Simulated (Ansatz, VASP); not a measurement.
# CdBr: VASP beside Ansatz

Wanted: the spread between two codes on one cell, functional and k mesh. The cell is invented: other elements were put on sites of a known structure type. It may not be a known or stable phase. The cell is taken from a series of VASP runs on this material, whose earlier steps may have relaxed, scaled or displaced it; both programs get it as it stands.

Calculated with Ansatz 0.2.0; plane waves, with VASP 6.6.1 beside it; relaxation of cell and atoms at PBE.

## 1. The starting structure

Symmetry: P4/mmm, No. 123, tetragonal system. The conventional cell has a = 3.778 Å, b = 3.778 Å, c = 3.744 Å, α = 90.00°, β = 90.00°, γ = 90.00°. Nearest to Cd lie 8 Br at 3.26 Å. Nearest to Br lie 8 Cd at 3.26 Å. Farther neighbours and most contacts between anions are not listed.

Coordinates:

```cif
data_structure
_symmetry_space_group_name_H-M 'P 1'
_symmetry_Int_Tables_number 1
_cell_length_a 3.7781
_cell_length_b 3.7781
_cell_length_c 3.7440
_cell_angle_alpha 90.000
_cell_angle_beta 90.000
_cell_angle_gamma 90.000
_cell_volume 53.44
loop_
_atom_site_label
_atom_site_type_symbol
_atom_site_fract_x
_atom_site_fract_y
_atom_site_fract_z
_atom_site_occupancy
Cd1 Cd 0.00000 0.00000 0.00000 1
Br2 Br 0.50000 0.50000 0.50000 1
```

## 2. Ansatz: relaxation of cell and atoms, PBE

Ansatz runs on its default PAW (the set named soft_2) files.

The relaxed volume is the usual yardstick between codes: its relative difference is about their pressure difference at one cell divided by the bulk modulus.

input.yaml

```yaml
crystal:
  lattice:
    - [3.7781070879, 0.0, 0.0]
    - [0.0, 3.7781070879, 0.0]
    - [0.0, 0.0, 3.743967947]
  atoms:
    - { symbol: Cd, position: [0.0, 0.0, 0.0] }
    - { symbol: Br, position: [0.5, 0.5, 0.5] }
hamiltonian:
  xc: pbe
  pseudopotentials: { kind: paw }
kpoints:
  mp_grid: { grid: [6, 6, 6] }
scf:
  occupations: { method: fermi_dirac, width: 0.05 }
relax:
  f_tol: 0.01
  max_steps: 60
  cell: { stress_tol: 0.05 }
output:
  forces: true
  stress: true
```

Run with:

```sh
$ ansatz run input.yaml --threads 4 --pin off --max-ram 9216MiB --backend cpu --events-out ev --progress --plain --runs-dir out
```

Numbers of over 12 decimals in the logs are rounded to 6 here.

What it wrote:

```text
Engine: ansatz 0.2.0, aarch64-unknown-linux-gnu
Pseudopotentials: kind: paw
Pseudopotential: Cd, paw, valence charge 20, recommended cutoff 420 eV (normal), Cd.paw.azcp
Pseudopotential: Br, paw, valence charge 7, recommended cutoff 420 eV (normal), Br.paw.azcp
Functional definition: PBE
  parameter kappa = 0.804
  parameter beta = 0.066725
  exchange = pbe_x(kappa = kappa, mu = beta*pi^2/3)
  correlation = pbe_c(beta = beta)
Crystal: 2 atoms, lattice volume = 53.442 Å³
Basis set: ecut = 420 eV, 1021 PW (Γ), exchange–correlation on 54×54×54 points (8 copies of the dense FFT grid, shifted against one another)
Bands: 18, of which v1, the nominal top of the filled ones, is band 14 counted from 1 (13 counted from 0)
Symmetry: 16 space group operations
Space group: P4/mmm (ITA 123), of the structure as read, at distance tolerance 3.8e-5 Å
k-points: 40 of 216
Non-local potential: Cd, projectors of the file, l = 0: 3, l = 1: 2, l = 2: 2, l = 3: 1
Non-local potential: Br, projectors of the file, l = 0: 2, l = 1: 2, l = 2: 2
PAW form: soft (Blöchl's): semilocal exchange-correlation on the pseudo side does not see the compensation charge
PAW one-centre angular grid: Cd, 590 points (default); XC on 64 Gauss nodes
PAW one-centre angular grid: Br, 110 points (default); XC on 64 Gauss nodes
Initial density: superposition of atomic densities (neutral atoms: chi_scale 0, normalization atom), corrected by the library's trained network
Initial wavefunctions: pseudopotential atomic-orbital guess
Functional: x = pbe(κ = 0.804, μ = 0.219515), c = pbe(β = 0.066725)
SCF iter   1: F=—  HF=-11038.051410 eV  |F-HF|=—  |Δ(HF+E_count)|=         —  Δρ=3.15e-3  dr2=1.26e-2  ethr=1.77e-3  ⟨swp⟩=5.6  Hψ=3349  notcnv=0
preconditioner: auto → Kerker (q_TF=auto, 2.435 Å⁻¹)  [metal: Δε(μ)=0.011 eV  Ē_g=12.426 eV  σ=0.050 eV  W_gap=0.05  n_scr=18 (ndim 8)  ℏωp=22.1 eV  f_vac=0.000  D(μ)=2.44/eV (n_scr^D=18)]
SCF iter   2: F=—  HF=-11038.049438 eV  |F-HF|=—  |Δ(HF+E_count)|=   1.97e-3  Δρ=1.73e-3  dr2=4.08e-3  ethr=4.68e-5  ⟨swp⟩=2.0  Hψ=1258  notcnv=0
SCF iter   3: F=—  HF=-11038.048301 eV  |F-HF|=—  |Δ(HF+E_count)|=   1.14e-3  Δρ=4.40e-4  dr2=1.44e-4  ethr=1.51e-5  ⟨swp⟩=2.0  Hψ=934  notcnv=0
SCF iter   4: F=—  HF=-11038.048279 eV  |F-HF|=—  |Δ(HF+E_count)|=   2.27e-5  Δρ=1.47e-4  dr2=8.84e-6  ethr=5.32e-7  ⟨swp⟩=2.1  Hψ=1087  notcnv=0
SCF iter   5: F=—  HF=-11038.048312 eV  |F-HF|=—  |Δ(HF+E_count)|=   3.34e-5  Δρ=4.96e-5  dr2=1.06e-6  ethr=3.27e-8  ⟨swp⟩=2.2  Hψ=1212  notcnv=0
SCF iter   6: F=-11038.048312 eV  HF=-11038.048312 eV  |F-HF|=7.94e-8  |Δ(HF+E_count)|=   4.22e-7  Δρ=1.11e-5  dr2=6.18e-8  ethr=3.70e-10  ⟨swp⟩=3.7  Hψ=3197  notcnv=0
SCF 1 converged in 6 iterations: F = -11038.048312 eV  dr2 = 6.18e-8
  greatest PAW one-centre occupation: 1.000 electrons in one spin orbital (limit 2), on the Cd atom at site 0 (counted from 0), in its partial waves of l = 0
relax step   1: F+E_penalty+E_count = -11038.04831247 eV  Δ(F+E_penalty+E_count) = +0.000e0 eV  max|allowed force component| = 6.163e-31 eV/Å  Δτ_max = 0.0000 Å  P = -0.037 GPa  Ω = 53.442 Å³  (6 SCF iters, dr2 threshold 1.00e-7 eV, accepted)
[...]
relax step   2: F+E_penalty+E_count = -11038.04840227 eV  Δ(F+E_penalty+E_count) = -8.980e-5 eV  max|allowed force component| = 1.085e-30 eV/Å  Δτ_max = 0.0000 Å  P = -0.013 GPa  Ω = 53.395 Å³  energy of the carried Pulay correction = +1.000e-5 eV  (5 SCF iters, dr2 threshold 2.15e-8 eV, accepted)
[...]
relax step   3: F+E_penalty+E_count = -11038.04850930 eV  Δ(F+E_penalty+E_count) = -1.070e-4 eV  max|allowed force component| = 5.522e-30 eV/Å  Δτ_max = 0.0000 Å  P = +0.013 GPa  Ω = 53.348 Å³  energy of the carried Pulay correction = +2.019e-5 eV  (5 SCF iters, dr2 threshold 1.29e-8 eV, accepted)
[...]
relax step   4: F+E_penalty+E_count = -11038.04847846 eV  Δ(F+E_penalty+E_count) = +3.083e-5 eV  max|allowed force component| = 6.311e-30 eV/Å  Δτ_max = 0.0000 Å  P = +0.013 GPa  Ω = 53.348 Å³  stress off target by 1.75e-2 GPa  SCF on the basis re-selected at this cell (its energy is not comparable with the rows above)  (5 SCF iters)
basis re-selected at this cell: Δ(F+E_penalty+E_count) = +3.083e-5 eV, ΔP = +0.000 GPa vs the last step (what re-selecting the basis moved, of the pressure what is left beyond the Pulay correction that the steps carried, after the strain that the cell walked since its last selection, with what the two solves' SCF thresholds leave and, on support functions, any second-order correction that the steps lacked; it is no m [...]
SCF converged after 5 iterations
Free energy (F): -11038.048478 eV
Harris-Foulkes:  -11038.048478 eV  (|F-HF|=3.64e-12)
Internal energy: -11038.029919 eV  (E = F + TS)
E sigma→0 (E₀):  -11038.039199 eV
Entropy (-TS):   -0.018560 eV (-9.280 meV/atom)
Fermi energy:    8.203157 eV
--- Per-component energies (eV) ---
  E_band       = -499.762512
  E_kinetic    = 637.425435
  E_local      = -3921.234604  (includes V_loc(G=0)·N_el)
  E_nonlocal   = 103.654323
  E_hartree    = 1778.614800
  E_xc         = -439.533839
  E_vxc        = -322.980808  (∫ρ·V_xc dr)
  E_paw        = -6331.004788  (= ΣΔE_a)
  E_vpaw       = -553.856407  (= ΣTr[D̂ρ^β])
  E_aug_tail   = 0.000013  (compensation charges beyond the density's cutoff)
  E_ewald      = -2865.951258
  E_smearing   = -0.018560  (= −TS)
  E_closure    = -0.000000  (closes the sum)
  Σ components = -11038.048478   (vs F -11038.048478, Δ=0.00e0)
--- Forces (eV/Å), atoms counted from 1 ---
  atom   1  Cd     0.00000000     0.00000000     0.00000000
  atom   2  Br     0.00000000    -0.00000000     0.00000000
  max |Σ_I F_I| component: 3.16e-30 eV/Å
--- Stress (GPa, compression-positive) ---
        0.010374       0.000000       0.000000
        0.000000       0.010374       0.000000
        0.000000       0.000000       0.017454
  P = ⅓ Tr σ = 0.0127 GPa (0.127 kbar)
--- Relaxed structure (3 steps of the walk, 3 accepted, 1 SCFs on fresh bases) ---
  F+E_penalty+E_count = -11038.04847846 eV   max|allowed force component| = 6.311e-30 eV/Å   (the final SCF, on the basis selected at the relaxed cell)
  cell:  # Å, volume = 53.3481 Å³
    - [3.764977, 0, 0.0]
    - [0, 3.764977, 0.0]
    - [0.0, 0.0, 3.763524]
  atoms:
    - { symbol: Cd, position: [0, 0, 0.0] }
    - { symbol: Br, position: [0.500000, 0.500000, 0.5] }
```

Run time: 2.4 s. Hardware: 4 threads of Arm Neoverse V2, shared host; peak memory 0.34 GiB; 7.6 s of CPU time.

## 3. VASP: relaxation of cell and atoms, PBE

The same cell, functional, mesh and smearing now go to VASP, with its own data sets and cutoff.

Lines of VASP's logs that name or quote its potential files are left out, and so is its time.

INCAR

```
SYSTEM = CdBr
PREC = Accurate
ENCUT = 400
EDIFF = 1E-06
NELM = 100
ISMEAR = -1
SIGMA = 0.05
LREAL = .FALSE.
ALGO = Normal
GGA = PE
LORBIT = 11
LWAVE = .FALSE.
LCHARG = .FALSE.
IBRION = 2
NSW = 60
ISIF = 3
EDIFFG = -0.01
```

POSCAR

```
CdBr
1.0
    3.7781070879      0.0000000000      0.0000000000
    0.0000000000      3.7781070879      0.0000000000
    0.0000000000      0.0000000000      3.7439679470
Cd Br
1 1
Direct
    0.0000000000      0.0000000000      0.0000000000
    0.5000000000      0.5000000000      0.5000000000
```

KPOINTS

```
Automatic mesh
0
Gamma
6 6 6
0 0 0
```

PAW data sets: Cd and Br (PBE family, release 64).

Run with:

```sh
$ mpirun -np 1 vasp_std
```

What it wrote:

```text
[banner, memory and clock lines left out]
running    1 mpi-ranks, on    1 nodes
 distrk:  each k-point on    1 cores,    1 groups
 distr:  one band on    1 cores,    1 groups

 POSCAR found type information on POSCAR CdBr
 POSCAR found :  2 types and       2 ions
 LDA part: xc-table for (Slater+PW92), standard interpolation
 POSCAR, INCAR and KPOINTS ok, starting setup
 FFT: planning ... GRIDC
 FFT: planning ... GRID_SOFT
 FFT: planning ... GRID
 WAVECAR not read
 entering main loop
       N       E                     dE             d eps       ncg     rms          rms(c)
DAV:   1     0.106751175371E+03    0.10675E+03   -0.80454E+03  1048   0.104E+03
DAV:   2     0.175584808212E+01   -0.10500E+03   -0.10070E+03  1230   0.281E+02
DAV:   3    -0.302288121446E+01   -0.47787E+01   -0.47543E+01  1155   0.616E+01
DAV:   4    -0.304523705816E+01   -0.22356E-01   -0.22351E-01  1220   0.412E+00
DAV:   5    -0.304534192244E+01   -0.10486E-03   -0.10486E-03  1170   0.271E-01    0.518E+00
DAV:   6    -0.282230348501E+01    0.22304E+00   -0.34165E-01  1300   0.647E+00    0.294E+00
DAV:   7    -0.280453340594E+01    0.17770E-01   -0.64071E-02  1100   0.206E+00    0.118E+00
DAV:   8    -0.280303958351E+01    0.14938E-02   -0.75828E-03  1115   0.114E+00    0.213E-01
DAV:   9    -0.280301191600E+01    0.27668E-04   -0.82242E-04  1205   0.328E-01    0.553E-02
DAV:  10    -0.280302885358E+01   -0.16938E-04   -0.73465E-05  1155   0.105E-01    0.381E-02
DAV:  11    -0.280303539548E+01   -0.65419E-05   -0.15896E-05  1130   0.498E-02    0.954E-03
DAV:  12    -0.280303561387E+01   -0.21839E-06   -0.55066E-07   734   0.703E-03
   1 F= -.28030356E+01 E0= -.27938552E+01  d E =-.280304E+01
[... from here on, the cycles between the ionic steps are left out ...]
   2 F= -.28037314E+01 E0= -.27946105E+01  d E =-.695834E-03
   3 F= -.28037510E+01 E0= -.27946864E+01  d E =-.715412E-03
   4 F= -.28038004E+01 E0= -.27947127E+01  d E =-.764784E-03
   5 F= -.28038007E+01 E0= -.27947049E+01  d E =-.765097E-03
   6 F= -.28038017E+01 E0= -.27947091E+01  d E =-.766084E-03
   7 F= -.28038013E+01 E0= -.27947110E+01  d E =-.765688E-03
   8 F= -.28038340E+01 E0= -.27947247E+01  d E =-.327297E-04
 ZBRENT: can't locate minimum, use default step
 trial-energy change:   -0.000033  1 .order   -0.000033   -0.000037   -0.000029
 step:   4.3633(harm=  5.0127)  dis= 0.00000  next Energy=    -2.803887 (dE=-0.860E-04)
 bond charge predicted
       N       E                     dE             d eps       ncg     rms          rms(c)
DAV:   1    -0.280468937569E+01   -0.85557E-03   -0.53295E-02  1055   0.208E+00    0.156E-01
DAV:   2    -0.280416328058E+01    0.52610E-03   -0.31041E-04  1075   0.245E-01    0.901E-02
DAV:   3    -0.280388650143E+01    0.27678E-03   -0.31424E-04  1055   0.207E-01    0.222E-02
DAV:   4    -0.280388899777E+01   -0.24963E-05   -0.31115E-05  1055   0.662E-02    0.145E-02
DAV:   5    -0.280388896258E+01    0.35184E-07   -0.94007E-07   555   0.117E-02
   9 F= -.28038890E+01 E0= -.27947428E+01  d E =-.876608E-04
 curvature:  -2.53 expect dE=-0.214E-04 dE for cont linesearch -0.528E-05
 trial: gam=-0.08650 g(F)=  0.516E-64 g(S)=  0.844E-05 ort = 0.862E-05 (trialstep = 0.175E+01)
 search vector abs. value=  0.722E-05
 reached required accuracy - stopping structural energy minimisation
```

OUTCAR, selected parts (step 3):

```text
ion  position               nearest neighbor table
   1  0.000  0.000  0.000-   2 3.26   2 3.26   2 3.26   2 3.26   2 3.26   2 3.26   2 3.26   2 3.26

  LATTYP: Found a simple tetragonal cell.
 ALAT       =     3.7781070879
 C/A-ratio  =     0.9909639563

 Subroutine GETGRP returns: Found 16 space group operations
 (whereof 16 operations were pure point group operations)

The static configuration has the point symmetry D_4h.

 Found     40 irreducible k-points:

   k-points           NKPTS =     40   k-points in BZ     NKDIM =     40   number of bands    NBANDS=     13

   dimension x,y,z NGX =    28 NGY =   28 NGZ =   24
   dimension x,y,z NGXF=    56 NGYF=   56 NGZF=   48

   ENCUT  =  400.0 eV  29.40 Ry    5.42 a.u.   6.16  6.16  6.11*2*pi/ulx,y,z

   NELECT =      19.0000    total number of electrons

 k-points in reciprocal lattice and weights: Automatic mesh
   0.00000000  0.00000000  0.00000000       0.005
   0.16666667  0.00000000  0.00000000       0.019
   0.33333333  0.00000000  0.00000000       0.019
   0.50000000  0.00000000  0.00000000       0.009
   0.16666667  0.16666667  0.00000000       0.019
   0.33333333  0.16666667  0.00000000       0.037
   0.50000000  0.16666667  0.00000000       0.019
   0.33333333  0.33333333  0.00000000       0.019
   0.50000000  0.33333333  0.00000000       0.019
[...]
0.50000000  0.33333333  0.50000000       0.019
   0.50000000  0.50000000  0.50000000       0.005

 average (electrostatic) potential at core
       1 -39.3089       2 -63.9930

 E-fermi :   2.3456

 k-point     1 :       0.0000    0.0000    0.0000
  band No.  band energies     occupation
    ...
      6      -5.8202      2.00000
      7      -0.5274      2.00000
      8      -0.5274      2.00000
      9      -0.5115      2.00000
     10      -0.5084      2.00000
     11       8.2357      0.00000
     12       8.2521      0.00000
     13      10.8307      0.00000

 k-point     2 :       0.1667    0.0000    0.0000
  band No.  band energies     occupation
    ...
      6      -5.8178      2.00000
      7      -2.0293      2.00000
      8      -0.3839      2.00000
      9      -0.3660      2.00000
     10       0.9350      2.00000
     11       7.8724      0.00000
     12       8.4245      0.00000
     13      10.1163      0.00000

 k-point     3 :       0.3333    0.0000    0.0000
  band No.  band energies     occupation
    ...
      6      -5.8122      2.00000
      7      -3.1724      2.00000
      8      -0.0782      2.00000
      9      -0.0628      2.00000
     10       2.3242      1.21140
     11       5.9549      0.00000
     12       8.8874      0.00000
     13       8.9366      0.00000

  Total        0.0060998      0.0060998      0.0166023      0.0000000     -0.0000000      0.0000000
  in kB        0.1850927      0.1850927      0.5037780      0.0000000     -0.0000000      0.0000000
  external PRESSURE =       0.2913211 kB  Pullay stress =       0.0000000 kB

  energy-cutoff  :      400.00
  volume of cell :       52.80
      direct lattice vectors                 reciprocal lattice vectors
     3.754240893  0.000000000  0.000000000     0.266365433  0.000000000  0.000000000
     0.000000000  3.754240893 -0.000000000     0.000000000  0.266365433 -0.000000000
     0.000000000  0.000000000  3.746227228     0.000000000  0.000000000  0.266935223

 POSITION                                       TOTAL-FORCE (eV/Angst)
 -----------------------------------------------------------------------------------
      0.00000      0.00000     -0.00000         0.000000     -0.000000      0.000000
      1.87712      1.87712      1.87311         0.000000      0.000000      0.000000
 -----------------------------------------------------------------------------------
    total drift:                               -0.000000      0.000000      0.000000

  FREE ENERGIE OF THE ION-ELECTRON SYSTEM (eV)
  ---------------------------------------------------
  free  energy   TOTEN  =        -2.8038889626 eV

  energy  without entropy=       -2.7855966602  energy(sigma->0) =       -2.79474281

 reached required accuracy - stopping structural energy minimisation

 total charge
# of ion       s       p       d       tot
------------------------------------------
    1        0.553   0.097   9.548  10.198
    2        1.629   3.151   0.020   4.800
--------------------------------------------------
tot          2.182   3.248   9.567  14.998

[... 3 further parts left out ...]
```

The run keeps the 16 symmetry operations of its start, so it cannot find a distortion of lower symmetry.

## 4. Comparison

Known differences besides the potentials themselves: both relaxations stop at a tolerance, which leaves soft axes loose, and VASP keeps its plane-wave basis; the data sets hold 27 valence electrons in Ansatz (default PAW (the set named soft_2) files) and 19 in VASP; the cutoff is 420 eV in Ansatz and 400 eV in VASP; VASP leaves aspherical gradient terms in its spheres out (LASPH is not set), Ansatz keeps them; Ansatz adds a Pulay correction to the stress that steers its cell, VASP none. Total energies have different zeros and are not compared.

The two programs side by side:

| quantity | Ansatz | VASP | difference |
| --- | --- | --- | --- |
| volume (Å³) | 53.35 | 52.80 | +1.04 % |
| edge a after relaxation, in the typed setting (Å) | 3.765 | 3.754 | +0.29 % |
| edge c after relaxation, in the typed setting (Å) | 3.764 | 3.746 | +0.46 % |

The walks stopped with 0.01 GPa left in Ansatz and 0.03 GPa in VASP; each walk ends within a tolerance, so the volume difference is uncertain by about these residues over the bulk modulus, most in soft cells.

## 5. Outcome

| Quantity | Value |
| --- | --- |
| difference in volume (relaxation of cell and atoms, PBE) | 1.0 % |

What this shows: The difference in volume is 1.0 % (relaxation of cell and atoms, PBE), within the 1.2 % picked in this series as the mark of a large difference, as far as the stopping tolerances let one tell. Such differences can come from data sets, numerical settings and the points named under the comparisons, not from the functional's error against experiment.

[Lines on the potential files, build, host, timing and source positions are cut from VASP's logs without a mark.]

[Logs are printed without paths, hosts, clocks, repeated set-up lines and the standing remarks that a program may print on its own settings, such as how far it seeks lower states.]

[Hosts, paths, dates, database ids (printed as entryN), source tags and the programs' standing remarks are cut or masked in the printed files.]
